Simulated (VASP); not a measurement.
OSZICAR of a VASP run on NaCl:

File OSZICAR:
```
       N       E                     dE             d eps       ncg     rms          rms(c)
DAV:   1    -0.268175449851E+02   -0.26818E+02   -0.22707E-05   389   0.291E-02    0.604E-03
DAV:   2    -0.268175449332E+02    0.51920E-07   -0.72808E-06   383   0.147E-02    0.451E-03
DAV:   3    -0.268175446793E+02    0.25387E-06   -0.51979E-07   318   0.425E-03    0.310E-03
DAV:   4    -0.268175444589E+02    0.22042E-06   -0.79501E-07   309   0.537E-03
   1 F= -.26817544E+02 E0= -.26817544E+02  d E =-.790266E-11
```

**Question.** Which electronic solver shows in the log?

**Answer.** It is blocked Davidson (ALGO = Normal, or the opening steps of other solvers). The INCAR had ALGO = Normal.

**Question.** Can the final energy be trusted as converged?

**Answer.** The calculation finished and met its thresholds. It stopped with EDIFF = 1E-6, NELM = 100 (PBE GGA, plane waves, VASP's PBE PAW potentials (set 64)).

The cell is a thin slab with vacuum, built from NaCl (rock salt): (100) face.
